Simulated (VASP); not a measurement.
Given:

```
CELL_PARAMETERS angstrom
      0.00000     2.99841     2.99841
      2.99841     0.00000     2.99841
     11.99538    11.99538    -0.00174
ATOMIC_POSITIONS crystal
  Al 0.02244 0.02244 0.98317
  Al 0.00752 0.00752 0.24436
  Al 0.99327 0.99327 0.50505
  Al 0.97833 0.97833 0.76625
  Sb 0.26325 0.26325 0.05256
  Sb 0.24934 0.24934 0.31299
  Sb 0.23486 0.23486 0.57385
  P  0.25099 0.25099 0.81176
```

Calculation: PBEsol GGA, VASP's PBE PAW potentials (set 64) (plane waves; VASP). Run with 400 eV cut-off, Gaussian smearing of 0.050 eV, potentials Al Sb P.

Unless said otherwise, spin-orbit coupling is left out, though it shifts the bands of the heavy elements here.

### Question
Give the energies of bands 7 to 20 at the high-symmetry points, in eV from the valence-band maximum.

### Answer

```json
[
 {"band": "7", "Γ": "-3.58", "T": "-1.97", "H2": "-5.33", "L": "-5.45", "S0": "-5.33", "F": "-5.33"},
 {"band": "8", "Γ": "-1.97", "T": "-1.97", "H2": "-5.30", "L": "-5.42", "S0": "-5.30", "F": "-5.21"},
 {"band": "9", "Γ": "-1.97", "T": "-1.82", "H2": "-3.98", "L": "-3.00", "S0": "-3.98", "F": "-3.14"},
 {"band": "10", "Γ": "-0.63", "T": "-1.76", "H2": "-3.58", "L": "-2.89", "S0": "-3.57", "F": "-2.96"},
 {"band": "11", "Γ": "-0.63", "T": "-0.68", "H2": "-3.42", "L": "-2.88", "S0": "-3.45", "F": "-2.90"},
 {"band": "12", "Γ": "-0.42", "T": "-0.68", "H2": "-3.29", "L": "-2.09", "S0": "-3.28", "F": "-2.47"},
 {"band": "13", "Γ": "-0.42", "T": "-0.30", "H2": "-2.40", "L": "-2.03", "S0": "-2.42", "F": "-1.92"},
 {"band": "14", "Γ": "-0.41", "T": "-0.30", "H2": "-2.17", "L": "-2.00", "S0": "-2.15", "F": "-1.65"},
 {"band": "15", "Γ": "0.00", "T": "-0.09", "H2": "-1.97", "L": "-1.40", "S0": "-2.00", "F": "-1.19"},
 {"band": "16", "Γ": "0.00", "T": "-0.09", "H2": "-1.87", "L": "-1.18", "S0": "-1.83", "F": "-1.02"},
 {"band": "17", "Γ": "0.26", "T": "0.47", "H2": "1.84", "L": "0.79", "S0": "1.72", "F": "0.68"},
 {"band": "18", "Γ": "1.81", "T": "1.81", "H2": "1.90", "L": "1.45", "S0": "2.18", "F": "1.11"},
 {"band": "19", "Γ": "2.05", "T": "2.20", "H2": "2.60", "L": "1.96", "S0": "2.25", "F": "1.39"},
 {"band": "20", "Γ": "2.15", "T": "2.50", "H2": "2.76", "L": "2.03", "S0": "3.01", "F": "1.71"}
]
```

The gap is direct, 0.26 eV, from the valence maximum at Γ to the conduction minimum at Γ.

The structure was generated: Al4PSb3 was put into an ordered model structure (R3m), which need not be its known phase. It was relaxed first.
